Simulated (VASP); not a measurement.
Here is the system:

```xyz
2
Lattice="0.0000 2.7464 2.7464 2.7464 0.0000 2.7464 2.7464 2.7464 0.0000" Properties=species:S:1:pos:R:3 pbc="T T T"
Na     0.0000     0.0000     0.0000
Cl     2.7464     2.7464     2.7464
```

All values below come from optB88-vdW, VASP's PBE PAW potentials (set 64) (plane waves; VASP 6.6.1). Numerical set-up: 520 eV cut-off, 8×8×8 Γ-centred mesh, Gaussian smearing of 0.050 eV, potentials Na_pv Cl.

Q: Estimate the energy per atom (σ→0), pressure, band gap (on the k-mesh) with the smallest direct gap where there is one.

A: 
| Quantity | Value |
|---|---|
| band gap (on the k-mesh) | 5.42 eV |
| smallest direct gap (on the k-mesh) | 5.42 eV |
| energy per atom (σ→0) | -1.542 eV/atom |
| pressure | 1.88 GPa |

Total energies compare only between runs with the same potentials, cut-off and functional.

The compound is NaCl in the rock salt structure. This cell is one point of a volume scan, at 0.94 of the reference volume.
